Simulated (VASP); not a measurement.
Calculation: LDA (Ceperley-Alder, Perdew-Zunger), VASP's LDA PAW potentials (set 64) (plane waves; VASP).

VASP ran on this input.

**INCAR**
```
SYSTEM = La2AlCo2C
PREC = Accurate
ENCUT = 400
EDIFF = 1E-6
NELM = 100
ALGO = Normal
LREAL = .FALSE.
LASPH = .TRUE.
ISMEAR = -1
SIGMA = 0.05
LMAXMIX = 6
LWAVE = .FALSE.
LCHARG = .FALSE.
ISIF = 2
ISPIN = 2
MAGMOM = 0.0 0.0 3.0 3.0 0.0 0.0
LORBIT = 11
```

**KPOINTS**
```
Regular mesh
0
G
4 4 4
```

POSCAR:
```
La2AlCo2C
1.0
 -2.0920500000   3.0580500000   4.5455000000
  2.0920500000  -3.0580500000   4.5455000000
  2.0920500000   3.0580500000  -4.5455000000
La Co Al C
2 2 1 1
Cartesian
  2.0920500000   0.0000000000   1.7202899300
  0.0000000000   3.0580500000   2.8252100700
 -0.0000000000   1.7939744520   0.0000000000
  0.0000000000   4.3221255480   0.0000000000
  0.0000000000   0.0000000000   4.5455000000
  0.0000000000   0.0000000000   0.0000000000
```

POTCAR, in this order: La Co Al C (LDA.64 set). Program: vasp_std.

What VASP printed:

**OUTCAR**
```
 ion  position               nearest neighbor table
   1  0.189  0.689  0.500-   6 2.71   6 2.71   4 3.10   3 3.10   3 3.25   4 3.25   3 3.25   4 3.25
                             2 3.44   5 3.51   5 3.51   5 3.52   5 3.52
   2  0.811  0.311  0.500-   6 2.71   6 2.71   4 3.10   3 3.10   4 3.25   3 3.25   4 3.25   3 3.25
                             1 3.44   5 3.51   5 3.51   5 3.52   5 3.52
   3  0.293  0.000  0.293-   6 1.79   5 2.44   5 2.44   4 2.53   1 3.10   2 3.10   1 3.25   1 3.25
                             2 3.25   2 3.25
   4  0.707  0.000  0.707-   6 1.79   5 2.44   5 2.44   3 2.53   2 3.10   1 3.10   2 3.25   1 3.25
                             2 3.25   1 3.25
   5  0.500  0.500  0.000-   4 2.44   3 2.44   4 2.44   3 2.44   1 3.51   2 3.51   1 3.51   2 3.51
                             1 3.52   1 3.52   2 3.52   2 3.52
   6  0.000  0.000  0.000-   3 1.79   4 1.79   2 2.71   1 2.71   1 2.71   2 2.71
  LATTYP: Found a body centered orthorhombic cell.
 ALAT       =     4.1841000000
 B/A-ratio  =     1.4617480462
 C/A-ratio  =     2.1727492173
 Subroutine PRICEL returns:
 Original cell was already a primitive cell.
 Subroutine GETGRP returns: Found  8 space group operations
The static configuration has the point symmetry D_2h.
The dynamic configuration has the point symmetry D_2h.
The overall configuration has the point symmetry D_2h.
 Subroutine INISYM returns: Found  8 space group operations
 Subroutine IBZKPT returns following result:
 Found     18 irreducible k-points:

 Following reciprocal coordinates:
            Coordinates               Weight
  0.000000  0.000000  0.000000      1.000000
  0.250000 -0.000000  0.000000      4.000000
  0.500000 -0.000000  0.000000      2.000000
 -0.000000  0.250000  0.000000      4.000000
  0.250000  0.250000  0.000000      8.000000
  0.500000  0.250000  0.000000      8.000000
 -0.250000  0.250000  0.000000      4.000000
 -0.000000  0.500000  0.000000      2.000000
  0.250000  0.500000  0.000000      8.000000
  0.500000  0.500000  0.000000      2.000000
  0.250000  0.250000  0.250000      2.000000
 -0.250000  0.250000  0.250000      2.000000
...
```

### OSZICAR
```
       N       E                     dE             d eps       ncg     rms          rms(c)
DAV:   1     0.392709188812E+03    0.39271E+03   -0.14845E+04  2232   0.176E+03
DAV:   2     0.340921327286E+02   -0.35862E+03   -0.34382E+03  3104   0.337E+02
DAV:   3    -0.392138356039E+02   -0.73306E+02   -0.70667E+02  3639   0.175E+02
DAV:   4    -0.492785217949E+02   -0.10065E+02   -0.92794E+01  4264   0.587E+01
DAV:   5    -0.505540182988E+02   -0.12755E+01   -0.11837E+01  4256   0.216E+01    0.297E+01
DAV:   6    -0.875833988752E+02   -0.37029E+02   -0.58665E+02  3210   0.234E+02    0.905E+01
DAV:   7    -0.530153659183E+02    0.34568E+02   -0.12825E+02  3168   0.128E+02    0.259E+01
DAV:   8    -0.432660745109E+02    0.97493E+01   -0.34315E+01  4024   0.587E+01    0.770E+00
DAV:   9    -0.437858481528E+02   -0.51977E+00   -0.10310E+01  4024   0.178E+01    0.377E+00
DAV:  10    -0.438167669115E+02   -0.30919E-01   -0.11312E+00  4056   0.799E+00    0.162E+00
DAV:  11    -0.438206539203E+02   -0.38870E-02   -0.12385E-01  4128   0.265E+00    0.120E+00
DAV:  12    -0.438204411896E+02    0.21273E-03   -0.19496E-02  3968   0.112E+00    0.781E-01
DAV:  13    -0.438202663069E+02    0.17488E-03   -0.33076E-03  4224   0.458E-01    0.521E-01
DAV:  14    -0.438203529936E+02   -0.86687E-04   -0.66674E-04  4384   0.160E-01    0.329E-01
DAV:  15    -0.438202532283E+02    0.99765E-04   -0.20467E-04  4160   0.149E-01    0.172E-01
DAV:  16    -0.438202449876E+02    0.82406E-05   -0.55543E-05  3592   0.474E-02    0.120E-01
DAV:  17    -0.438202380311E+02    0.69565E-05   -0.35511E-05  3552   0.499E-02    0.396E-02
DAV:  18    -0.438202360366E+02    0.19945E-05   -0.12357E-05  3184   0.305E-02    0.148E-02
DAV:  19    -0.438202364002E+02   -0.36363E-06   -0.12840E-06  1984   0.148E-02
   1 F= -.43820236E+02 E0= -.43802049E+02  d E =-.363746E-01  mag=     0.0003
```

### OUTCAR
```
------------------------ aborting loop because EDIFF is reached ----------------------------------------
  FORCE on cell =-STRESS in cart. coord.  units (eV):
  Direction    XX          YY          ZZ          XY          YZ          ZX
  --------------------------------------------------------------------------------------
  Total       -5.2979947     -6.8197271     -4.9476080      0.0000000      0.0000000      0.0000000
  in kB      -72.9732702    -93.9332354    -68.1471305      0.0000000      0.0000000      0.0000000
  external PRESSURE =     -78.3512120 kB  Pullay stress =       0.0000000 kB
  volume of cell :      116.32
      direct lattice vectors                 reciprocal lattice vectors
    -2.092050000  3.058050000  4.545500000     0.000000000  0.163502886  0.109998900
     2.092050000 -3.058050000  4.545500000     0.239000024  0.000000000  0.109998900
     2.092050000  3.058050000 -4.545500000     0.239000024  0.163502886  0.000000000
 POSITION                                       TOTAL-FORCE (eV/Angst)
 -----------------------------------------------------------------------------------
      2.09205      0.00000      1.72029         0.000000     -0.000000     -0.030827
      0.00000      3.05805      2.82521        -0.000000      0.000000      0.030827
      0.00000      1.79397      0.00000         0.000000     -0.451250     -0.000000
      0.00000      4.32213      0.00000        -0.000000      0.451250     -0.000000
      0.00000      0.00000      4.54550        -0.000000      0.000000      0.000000
      0.00000      0.00000      0.00000        -0.000000     -0.000000     -0.000000
 -----------------------------------------------------------------------------------
    total drift:                                0.000000      0.000000     -0.000000
  FREE ENERGIE OF THE ION-ELECTRON SYSTEM (eV)
  ---------------------------------------------------
  free  energy   TOTEN  =       -43.8202364002 eV

  energy  without entropy=      -43.7838618115  energy(sigma->0) =      -43.80204911

 total charge

# of ion       s       p       d       f       tot
--------------------------------------------------
    1        2.055   5.616   0.748   0.153   8.572
    2        2.055   5.616   0.748   0.153   8.572
    3        0.521   0.533   7.395   0.000   8.449
    4        0.521   0.533   7.395   0.000   8.449
    5        0.444   0.394   0.000   0.000   0.837
    6        0.908   1.431   0.000   0.000   2.339
--------------------------------------------------
tot          6.503  14.123  16.287   0.306  37.220

 magnetization (x)

# of ion       s       p       d       f       tot
--------------------------------------------------
    1       -0.000  -0.000  -0.000  -0.000  -0.000
    2       -0.000  -0.000  -0.000  -0.000  -0.000
    3        0.000   0.000   0.000   0.000   0.000
    4        0.000   0.000   0.000   0.000   0.000
    5       -0.000  -0.000   0.000   0.000  -0.000
    6       -0.000  -0.000   0.000   0.000  -0.000
--------------------------------------------------
tot         -0.000  -0.000   0.000  -0.000   0.000
```
(Selected blocks of OUTCAR.)

At this cut-off the stress carries a Pulay error, which pulls relaxed volumes low.

The structure comes from a measured La2AlCo2C entry of the Crystallography Open Database, whose conditions weren't checked. The cell was not relaxed at this level. The k-mesh is coarse (spacing up to 0.45 per Å, 2π included), so the numbers may not be converged in it. The run is one of a series of settings (GGA removed, POTCAR La Co Al C (LDA.64 set) against the base run), some of them coarse on purpose.
